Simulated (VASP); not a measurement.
A convergence study with VASP on Co (hcp): a few settings are varied, all else stays as given below, so the limit is that of these other settings. The cell's lengths are 1 % over those of the tabulated start and one atom is moved, so it is off equilibrium.

```
CELL_PARAMETERS angstrom
      1.26755    -2.19546     0.00000
      1.26755     2.19546     0.00000
      0.00000     0.00000     4.11070
ATOMIC_POSITIONS crystal
  Co 0.33333 0.66667 0.25000
  Co 0.69057 0.35724 0.75000
```
Starting moments (μB, in the order of the record's atoms Co Co): 1.8 1.8.

Computed with PBEsol GGA, VASP's PBE PAW potentials (set 64) (plane waves; VASP). The last row used: ADDGRID = .TRUE., 500 eV cut-off, 18×18×10 Γ-centred mesh, first-order Methfessel-Paxton smearing of 0.10 eV, potentials Co.

```
setting                                         E (eV/atom)  pressure (GPa)  largest force (eV/Å)  moment (μB)  plane waves
----------------------------------------------  -----------  --------------  --------------------  -----------  -----------
ADDGRID = unset, ENCUT = 200, PREC = Low            -7.1803         -128.84                 0.065        3.210          162
ADDGRID = unset, ENCUT = 200, PREC = Normal         -7.1797         -128.83                 0.064        3.210          162
ADDGRID = .TRUE., ENCUT = 200, PREC = Normal        -7.1797         -128.80                 0.064        3.210          162
ADDGRID = unset, ENCUT = 200, PREC = Accurate       -7.1736         -129.33                 0.064        3.209          162
ADDGRID = .TRUE., ENCUT = 200, PREC = Accurate      -7.1736         -129.32                 0.065        3.209          162
ADDGRID = unset, ENCUT = 300, PREC = Low            -7.6718          -20.13                 0.117        3.231          287
ADDGRID = unset, ENCUT = 300, PREC = Normal         -7.6714          -20.11                 0.115        3.231          287
ADDGRID = .TRUE., ENCUT = 300, PREC = Normal        -7.6714          -20.11                 0.115        3.231          287
ADDGRID = unset, ENCUT = 300, PREC = Accurate       -7.6716          -20.10                 0.116        3.231          287
ADDGRID = .TRUE., ENCUT = 300, PREC = Accurate      -7.6716          -20.10                 0.115        3.231          287
ADDGRID = unset, ENCUT = 400, PREC = Low            -7.6622          -20.27                 0.117        3.230          428
ADDGRID = unset, ENCUT = 400, PREC = Normal         -7.6618          -20.25                 0.115        3.230          428
ADDGRID = .TRUE., ENCUT = 400, PREC = Normal        -7.6618          -20.25                 0.116        3.230          428
ADDGRID = unset, ENCUT = 400, PREC = Accurate       -7.6618          -20.24                 0.116        3.230          428
ADDGRID = .TRUE., ENCUT = 400, PREC = Accurate      -7.6618          -20.24                 0.116        3.230          428
ADDGRID = unset, ENCUT = 500, PREC = Low            -7.6605          -19.77                 0.117        3.229          592
ADDGRID = unset, ENCUT = 500, PREC = Normal         -7.6601          -19.75                 0.116        3.229          592
ADDGRID = .TRUE., ENCUT = 500, PREC = Normal        -7.6601          -19.75                 0.116        3.229          592
ADDGRID = unset, ENCUT = 500, PREC = Accurate       -7.6601          -19.76                 0.116        3.229          592
ADDGRID = .TRUE., ENCUT = 500, PREC = Accurate      -7.6601          -19.75                 0.116        3.229          592
```

Left out are rungs that failed or repeat a setting and relaxations that didn't move; long series are thinned to 24 rows.

The compound is Co in the hcp structure. The cell was not relaxed at this level, it is distorted from the ideal structure. The spin order is the one that the start imposed; others were not tried in this run.
